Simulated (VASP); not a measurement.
An input for Quantum ESPRESSO's pw.x (written as the equivalent of a VASP run, and not itself run):

```
&CONTROL
  calculation = 'scf'
  pseudo_dir = './pseudo'
  outdir = './out'
  tprnfor = .true.
  tstress = .true.
/
&SYSTEM
  ibrav = 0
  nat = 2
  ntyp = 1
  ecutwfc = 42
  occupations = 'smearing'
  smearing = 'gaussian'
  degauss = 0.009996
  input_dft = 'pz'
/
&ELECTRONS
  conv_thr = 7.3e-08
  electron_maxstep = 100
/
ATOMIC_SPECIES
  Rb 85.468 Rb.upf
CELL_PARAMETERS angstrom
    -4.4003460    4.4003460    2.4008810
     4.4003460   -4.4003460    2.4008810
     4.4003460    4.4003460   -2.4008810
ATOMIC_POSITIONS crystal
  Rb   0.7438580  0.2398600  0.4958630
  Rb   0.0061420  0.0101400  0.0041370
K_POINTS automatic
  6 6 6 0 0 0
```

Task: Write the VASP files for the same calculation (LDA).

Result: One answer among several that fit: 
File KPOINTS:
```
Automatic mesh
0
Gamma
6 6 6
0 0 0
```

File POSCAR:
```
Rb
1
   -4.4003460000     4.4003460000     2.4008810000
    4.4003460000    -4.4003460000     2.4008810000
    4.4003460000     4.4003460000    -2.4008810000
Rb
2
Direct
  0.7438580000   0.2398600000   0.4958630000
  0.0061420000   0.0101400000   0.0041370000
```

INCAR:
```
SYSTEM = Rb
PREC = Accurate; ENCUT = 300; LREAL = F
LASPH = T
EDIFF = 1E-6; NELM = 100; ALGO = Normal
LMAXMIX = 4
ISMEAR = 0; SIGMA = 0.136
ISIF = 2
LWAVE = F; LCHARG = F
```

POTCAR, in this order: Rb_sv (LDA.64 set). Program: vasp_std.

What does not carry over: the potentials are each code's own (VASP's PAW set, PseudoDojo norm-conserving files in pw.x), so ENCUT and ecutwfc are chosen apart and not converted; conv_thr bounds pw.x's estimated SCF error, while EDIFF bounds the energy change between steps.

The structure was generated: Rb was put into an ordered model structure, which need not be its known phase. The cell was not relaxed at this level, atoms are displaced from their ideal sites.
